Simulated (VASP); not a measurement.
Input:

```
CELL_PARAMETERS angstrom
      3.42691     0.00000     0.00000
      0.00000     3.42691     0.00000
      0.00000     0.00000     3.42691
ATOMIC_POSITIONS crystal
  Si 0.00000 0.00000 0.00000
  Ni 0.00000 0.50000 0.50000
  Ni 0.50000 0.00000 0.50000
  Ni 0.50000 0.50000 0.00000
```

These are LDA (Ceperley-Alder, Perdew-Zunger), VASP's LDA PAW potentials (set 64) (plane waves; VASP 6.6.1) values and carry that method's errors. Numerical set-up: 400 eV cut-off, 10×10×10 Γ-centred mesh, tetrahedra with Blöchl corrections, potentials Si Ni.

The cores are frozen, which limits the accuracy of field gradients.

Task: Give the principal components of the electric field gradient (V/Å²) and the asymmetry η at each nucleus.

Result: 
```csv
atom,Vxx,Vyy,Vzz,η
Si1,0.0,0.0,0.0,-
Ni2,23.7,23.7,-47.4,0.00
Ni3,23.7,23.7,-47.4,0.00
Ni4,23.7,23.7,-47.4,0.00
```

The compound is Ni3Si in the L1_2 structure. It was relaxed first, which changed the volume by -7 %. The run is not spin-polarised, so no magnetic state was tried.
